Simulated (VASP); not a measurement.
Here is the system:

```xyz
2
Lattice="0.0000 2.1469 2.1469 2.1469 0.0000 2.1469 2.1469 2.1469 0.0000" Properties=species:S:1:pos:R:3 pbc="T T T"
Al     0.0000     0.0000     0.0000
N      1.0734     1.0734     1.0734
```

These are revTPSS meta-GGA, VASP's PBE PAW potentials (set 64) (plane waves; VASP) values and carry that method's errors. Settings: 520 eV cut-off, 10×10×10 Γ-centred mesh, Gaussian smearing of 0.050 eV, potentials Al N.

Question: Give the stress tensor in GPa (positive for a compressed cell).

Answer: 
```
14.10   0.00   0.00
 0.00  14.10   0.00
 0.00   0.00  14.10
```
The pressure is its mean diagonal, 14.10 GPa.

The compound is AlN in the zinc blende structure, a metastable form; wurtzite is the usual one. This cell is one point of a volume scan, at 0.94 of the reference volume.
